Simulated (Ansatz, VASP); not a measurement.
# SiNi3 in two plane-wave programs

Aim: how closely do two programs agree when they are given the same cell, functional and k mesh? The two relaxations start from unlike cells of this crystal (the structure described is Ansatz's start), so only their ends are compared.

Main program and level: Ansatz 0.2.0; plane waves, with VASP 6.6.1 beside it; relaxation of cell and atoms at r2SCAN.

**1. Starting point**

Symmetry: Pm-3m, No. 221, cubic system. The conventional cell has a = 3.510 Å, b = 3.510 Å, c = 3.510 Å, α = 90.00°, β = 90.00°, γ = 90.00°. Si has 12 Ni at 2.48 Å nearest. Nearest to Ni lie 4 Si at 2.48 Å and 8 Ni at 2.48 Å. Farther neighbours are not listed.

**2. VASP: relaxation of cell and atoms, r2SCAN**

The relaxed volume is the usual yardstick between codes: in a stiff, nearly cubic crystal its relative difference is about their pressure difference at one cell divided by the bulk modulus.

Lines of VASP's logs that name or quote its potential files are left out, and so is its time.

File INCAR:

```
SYSTEM = SiNi3
PREC = Accurate
ENCUT = 660
EDIFF = 1E-07
NELM = 120
ISMEAR = 0
SIGMA = 0.1
LREAL = .FALSE.
ALGO = Normal
METAGGA = R2SCAN
LASPH = .TRUE.
NBANDS = 23
LORBIT = 11
LWAVE = .FALSE.
LCHARG = .FALSE.
ISIF = 3
IBRION = 2
NSW = 80
EDIFFG = -0.005
GGA_COMPAT = .FALSE.
NELMIN = 4
LMIXTAU = .TRUE.
KPAR = 2
```

File POSCAR:

```
SiNi3
1.0
    3.4658324297      0.0000000000      0.0000000000
    0.0000000000      3.4658324297      0.0000000000
    0.0000000000      0.0000000000      3.4658324297
Si Ni
1 3
Direct
    0.0000000000      0.0000000000      0.0000000000
    0.0000000000      0.5000000000      0.5000000000
    0.5000000000      0.5000000000      0.0000000000
    0.5000000000      0.0000000000      0.5000000000
```

File KPOINTS:

```
Automatic mesh
0
Gamma
10 10 10
0 0 0
```

The projector-augmented-wave data sets are Si and Ni (PBE family, release 64).

The run is started by

```bash
mpirun -np 2 vasp_std
```

Numbers of over 12 decimals in the logs are rounded to 6 here.

What it wrote:

```text
[banner, memory and clock lines left out]
running    2 mpi-ranks, on    1 nodes
 distrk:  each k-point on    1 cores,    2 groups
 distr:  one band on    1 cores,    1 groups

 POSCAR found type information on POSCAR SiNi
 POSCAR found :  2 types and       4 ions
|                                                                             |
|               ----> ADVICE to this user running VASP <----                  |
|                                                                             |
|     You enforced a specific xc type in the INCAR file but a different       |
|     [... a line on the potential file left out ...]
|     I HOPE YOU KNOW WHAT YOU ARE DOING!                                     |
|                                                                             |

 LDA part: xc-table for (None), standard interpolation
 POSCAR, INCAR and KPOINTS ok, starting setup
 FFT: planning ... GRIDC
 FFT: planning ... GRID_SOFT
 FFT: planning ... GRID
 WAVECAR not read
 entering main loop
       N       E                     dE             d eps       ncg     rms          rms(c)
DAV:   1     0.200091287332E+03    0.20009E+03   -0.18764E+04  2592   0.245E+03
DAV:   2    -0.411558570575E+02   -0.24125E+03   -0.22927E+03  2583   0.391E+02
DAV:   3    -0.538790814254E+02   -0.12723E+02   -0.12270E+02  2856   0.121E+02
DAV:   4    -0.540845086803E+02   -0.20543E+00   -0.20508E+00  2943   0.136E+01
DAV:   5    -0.540912561312E+02   -0.67475E-02   -0.67467E-02  3261   0.230E+00    0.207E+01
DAV:   6    -0.503524718659E+02    0.37388E+01   -0.50550E+01  2849   0.129E+02    0.185E+01
DAV:   7    -0.464017947141E+02    0.39507E+01   -0.13755E+01  2906   0.668E+01    0.455E+00
DAV:   8    -0.464291381138E+02   -0.27343E-01   -0.53821E-01  2953   0.703E+00    0.246E+00
DAV:   9    -0.463723444564E+02    0.56794E-01   -0.19863E-01  2905   0.762E+00    0.265E-01
DAV:  10    -0.463831638819E+02   -0.10819E-01   -0.12601E-02  2922   0.117E+00    0.145E-01
DAV:  11    -0.463835119116E+02   -0.34803E-03   -0.27713E-03  3010   0.524E-01    0.115E-01
DAV:  12    -0.463841104407E+02   -0.59853E-03   -0.74007E-04  3327   0.361E-01    0.277E-02
DAV:  13    -0.463841450601E+02   -0.34619E-04   -0.11907E-04  2674   0.963E-02    0.126E-02
DAV:  14    -0.463841747708E+02   -0.29711E-04   -0.84222E-05  2695   0.812E-02    0.652E-03
DAV:  15    -0.463841827449E+02   -0.79740E-05   -0.88348E-06  2963   0.398E-02    0.474E-03
DAV:  16    -0.463841883833E+02   -0.56385E-05   -0.77225E-06  2803   0.360E-02    0.132E-03
DAV:  17    -0.463841884794E+02   -0.96109E-07   -0.42703E-07  2625   0.832E-03
   1 F= -.46384188E+02 E0= -.46379418E+02  d E =-.463842E+02
 curvature:   0.00 expect dE= 0.000E+00 dE for cont linesearch  0.000E+00
 trial: gam= 0.00000 g(F)=  0.000E+00 g(S)=  0.303E-04 ort = 0.000E+00 (trialstep = 0.100E+01)
 search vector abs. value=  0.303E-04
 bond charge predicted
       N       E                     dE             d eps       ncg     rms          rms(c)
DAV:   1    -0.463848282403E+02   -0.63986E-03   -0.65714E-03  2674   0.132E+00    0.223E-01
DAV:   2    -0.463846704688E+02    0.15777E-03   -0.55871E-03  2933   0.141E+00    0.158E-01
DAV:   3    -0.463841986580E+02    0.47181E-03   -0.14289E-03  2933   0.728E-01    0.346E-02
DAV:   4    -0.463841831876E+02    0.15470E-04   -0.45964E-05  2708   0.532E-02    0.807E-03
DAV:   5    -0.463841822377E+02    0.94990E-06   -0.29983E-06  2890   0.188E-02    0.505E-03
DAV:   6    -0.463841814641E+02    0.77364E-06   -0.74402E-07  3321   0.121E-02    0.232E-03
DAV:   7    -0.463841807713E+02    0.69275E-06   -0.91215E-07  2999   0.118E-02    0.118E-03
DAV:   8    -0.463841809569E+02   -0.18552E-06   -0.25566E-07  1923   0.730E-03    0.670E-04
DAV:   9    -0.463841807920E+02    0.16490E-06   -0.10974E-07  1400   0.561E-03    0.541E-04
DAV:  10    -0.463841807446E+02    0.47386E-07   -0.38537E-08  1365   0.315E-03
   2 F= -.46384181E+02 E0= -.46379417E+02  d E =0.773488E-05
 trial-energy change:    0.000008  1 .order    0.000009   -0.000030    0.000048
 step:   0.4090(harm=  0.3851)  dis= 0.00000  next Energy=   -46.384195 (dE=-0.627E-05)
 bond charge predicted
       N       E                     dE             d eps       ncg     rms          rms(c)
DAV:   1    -0.463844257984E+02   -0.24501E-03   -0.23054E-03  2632   0.784E-01    0.132E-01
DAV:   2    -0.463843621554E+02    0.63643E-04   -0.19583E-03  2898   0.832E-01    0.935E-02
DAV:   3    -0.463841998108E+02    0.16234E-03   -0.50027E-04  2919   0.431E-01    0.204E-02
DAV:   4    -0.463841929496E+02    0.68612E-05   -0.16292E-05  2701   0.315E-02    0.484E-03
DAV:   5    -0.463841932073E+02   -0.25773E-06   -0.11017E-06  2875   0.114E-02    0.297E-03
DAV:   6    -0.463841934800E+02   -0.27265E-06   -0.23846E-07  2170   0.711E-03    0.137E-03
DAV:   7    -0.463841940330E+02   -0.55304E-06   -0.34334E-07  2269   0.784E-03    0.810E-04
DAV:   8    -0.463841940276E+02    0.54256E-08   -0.49970E-08  1344   0.348E-03
   3 F= -.46384194E+02 E0= -.46379427E+02  d E =-.554814E-05
 curvature:  -0.19 expect dE=-0.318E-06 dE for cont linesearch -0.318E-06
 trial: gam= 0.00000 g(F)=  0.161E-64 g(S)=  0.165E-05 ort =-0.707E-05 (trialstep = 0.882E+00)
 search vector abs. value=  0.165E-05
 reached required accuracy - stopping structural energy minimisation
```

OUTCAR, selected parts (step 2):

```text
ion  position               nearest neighbor table
   1  0.000  0.000  0.000-   2 2.45   3 2.45   4 2.45   2 2.45   4 2.45   2 2.45   3 2.45   2 2.45
                             3 2.45   4 2.45   4 2.45   3 2.45
   2  0.000  0.500  0.500-   1 2.45   3 2.45   4 2.45   1 2.45   3 2.45   1 2.45   4 2.45   1 2.45
                             3 2.45   4 2.45   3 2.45   4 2.45
   3  0.500  0.500  0.000-   1 2.45   2 2.45   4 2.45   2 2.45   4 2.45   1 2.45   4 2.45   4 2.45
                             1 2.45   2 2.45   2 2.45   1 2.45
   4  0.500  0.000  0.500-   1 2.45   2 2.45   3 2.45   1 2.45   3 2.45   2 2.45   3 2.45   3 2.45
                             1 2.45   2 2.45   1 2.45   2 2.45

  LATTYP: Found a simple cubic cell.
 ALAT       =     3.4658324297

 Subroutine GETGRP returns: Found 48 space group operations
 (whereof 48 operations were pure point group operations)

The static configuration has the point symmetry O_h .

 Found     56 irreducible k-points:

   k-points           NKPTS =     56   k-points in BZ     NKDIM =     56   number of bands    NBANDS=     23

   dimension x,y,z NGX =    30 NGY =   30 NGZ =   30
   dimension x,y,z NGXF=    60 NGYF=   60 NGZF=   60

   ENCUT  =  660.0 eV  48.51 Ry    6.96 a.u.   7.26  7.26  7.26*2*pi/ulx,y,z

   NELECT =      34.0000    total number of electrons

 k-points in reciprocal lattice and weights: Automatic mesh
   0.00000000  0.00000000  0.00000000       0.001
   0.10000000  0.00000000  0.00000000       0.006
   0.20000000  0.00000000  0.00000000       0.006
   0.30000000  0.00000000  0.00000000       0.006
   0.40000000  0.00000000  0.00000000       0.006
   0.50000000  0.00000000  0.00000000       0.003
   0.10000000  0.10000000  0.00000000       0.012
   0.20000000  0.10000000  0.00000000       0.024
   0.30000000  0.10000000  0.00000000       0.024
[...]
0.50000000  0.50000000  0.40000000       0.006
   0.50000000  0.50000000  0.50000000       0.001

 average (electrostatic) potential at core
       1 -81.6592       2 -85.5402       3 -85.5402       4 -85.5402

 E-fermi :  11.0105

 k-point     1 :       0.0000    0.0000    0.0000
  band No.  band energies     occupation
    ...
     12      10.0066      2.00000
     13      10.0066      2.00000
     14      10.2545      2.00000
     15      10.2545      2.00000
     16      10.6469      2.00000
     17      11.0598      0.48565
     18      11.0598      0.48565
     19      11.0598      0.48565
     20      16.6237      0.00000
     21      17.7335      0.00000
    ...

 k-point     2 :       0.1000    0.0000    0.0000
  band No.  band energies     occupation
    ...
     12      10.1371      2.00000
     13      10.1371      2.00000
     14      10.2565      2.00000
     15      10.2691      2.00000
     16      10.5957      2.00000
     17      11.0599      0.48453
     18      11.2946      0.00006
     19      11.2946      0.00006
     20      16.8581      0.00000
     21      17.6997      0.00000
    ...

 k-point     3 :       0.2000    0.0000    0.0000
  band No.  band energies     occupation
    ...
     12      10.0985      2.00000
     13      10.0985      2.00000
     14      10.1347      2.00000
     15      10.2521      2.00000
     16      10.4526      2.00000
     17      11.0603      0.48138
     18      12.0125      0.00000
     19      12.0125      0.00000
     20      17.0206      0.00000
     21      17.6032      0.00000
    ...

  Total        0.0067574      0.0067574      0.0067574     -0.0000000      0.0000000     -0.0000000
  in kB        0.2601683      0.2601683      0.2601683     -0.0000000      0.0000000     -0.0000000
  external PRESSURE =       0.2601683 kB  Pullay stress =       0.0000000 kB

  energy-cutoff  :      660.00
  volume of cell :       41.61
      direct lattice vectors                 reciprocal lattice vectors
     3.465338121  0.000000000  0.000000000     0.288572129 -0.000000000 -0.000000000
     0.000000000  3.465338121 -0.000000000    -0.000000000  0.288572129 -0.000000000
     0.000000000  0.000000000  3.465338121    -0.000000000  0.000000000  0.288572129

 POSITION                                       TOTAL-FORCE (eV/Angst)
 -----------------------------------------------------------------------------------
      0.00000      0.00000      0.00000        -0.000000     -0.000000      0.000000
      0.00000      1.73267      1.73267         0.000000      0.000000      0.000000
      1.73267      1.73267      0.00000        -0.000000      0.000000      0.000000
      1.73267      0.00000      1.73267        -0.000000      0.000000      0.000000
 -----------------------------------------------------------------------------------
    total drift:                                0.000000      0.000000     -0.000000

  FREE ENERGIE OF THE ION-ELECTRON SYSTEM (eV)
  ---------------------------------------------------
  free  energy   TOTEN  =       -46.3841940276 eV

  energy  without entropy=      -46.3746594711  energy(sigma->0) =      -46.37942675

 reached required accuracy - stopping structural energy minimisation

 total charge
# of ion       s       p       d       tot
------------------------------------------
    1        0.718   0.852   0.000   1.570
    2        0.513   0.629   8.441   9.583
    3        0.513   0.629   8.441   9.583
    4        0.513   0.629   8.441   9.583
--------------------------------------------------
tot          2.256   2.738  25.324  30.319

[... 3 further parts left out ...]
```

CONTCAR:

```
SiNi3
   1.00000000000000
     3.4653381213425707    0.0000000000000000    0.0000000000000000
     0.0000000000000000    3.4653381213425707   -0.0000000000000000
     0.0000000000000000    0.0000000000000000    3.4653381213425707
  Si              Ni
     1     3
Direct
     0.0000000000000000    0.0000000000000000    0.0000000000000000
     0.0000000000000000    0.5000000000000000    0.5000000000000000
     0.5000000000000000    0.5000000000000000    0.0000000000000000
     0.5000000000000000    0.0000000000000000    0.5000000000000000
```

This run has no spin polarisation, so a moment on Ni, if there is one, isn't seen. The run keeps the 48 symmetry operations of its start, so it cannot find a distortion of lower symmetry.

(Continued in part 2 of 2.)

[Lines on the potential files, build, host, timing and source positions are cut from VASP's logs without a mark.]

[Logs are printed without paths, hosts, clocks, repeated set-up lines and the standing remarks that a program may print on its own settings, such as how far it seeks lower states.]

[Hosts, paths, dates, database ids (printed as entryN), source tags and the programs' standing remarks are cut or masked in the printed files.]
